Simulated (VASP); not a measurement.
Input:

```xyz
4
Lattice="3.3684 -1.9573 0.0000 3.3684 1.9573 0.0000 0.0000 0.0000 8.0204" Properties=species:S:1:pos:R:3 pbc="T T T"
Cl     3.3684    -1.4653     4.8919
Cl     3.3684     1.4653     3.1285
Cl     3.3684    -0.4920     0.8817
Cl     3.3684     0.4920     7.1386
```

Method: PBEsol GGA, VASP's PBE PAW potentials (set 64) (plane waves; VASP 6.6.1). Numerical set-up: 400 eV cut-off, Gaussian smearing of 0.050 eV, potentials Cl.

Q: Give the energies of bands 5 to 17 at the high-symmetry points, in eV from the valence-band maximum.

A: 
```tsv
band	Γ	Y	F0	Z	B0	T	S	R
5	-6.01	-5.81	-5.79	-5.25	-5.37	-5.20	-5.67	-5.43
6	-4.36	-4.47	-5.14	-5.25	-5.37	-5.20	-5.67	-5.43
7	-2.75	-4.29	-3.87	-2.52	-3.61	-3.99	-3.51	-4.06
8	-2.65	-3.53	-3.38	-2.52	-3.61	-3.99	-3.51	-4.06
9	-2.56	-3.00	-3.25	-2.44	-3.55	-2.65	-2.83	-2.88
10	-2.38	-2.70	-3.20	-2.44	-3.55	-2.65	-2.83	-2.88
11	-1.15	-1.65	-1.33	-0.99	-0.76	-1.07	-1.07	-0.71
12	-0.47	-1.30	-1.00	-0.99	-0.76	-1.07	-1.07	-0.71
13	-0.38	-0.51	-0.59	-0.18	-0.51	-0.88	-0.50	-0.16
14	0.00	-0.22	-0.27	-0.18	-0.51	-0.88	-0.50	-0.16
15	2.15	2.21	2.62	2.56	2.66	2.53	3.01	2.58
16	3.13	2.99	2.95	2.56	2.66	2.53	3.01	2.58
17	6.46	8.06	8.56	6.93	9.27	8.84	7.63	7.95
```

The gap is direct, 2.15 eV, from the valence maximum at Γ to the conduction minimum at Γ.

The structure comes from a computed database's Cl entry (Cmce); how it stands against other phases isn't given here. It was relaxed first, which changed the volume by -6 %.
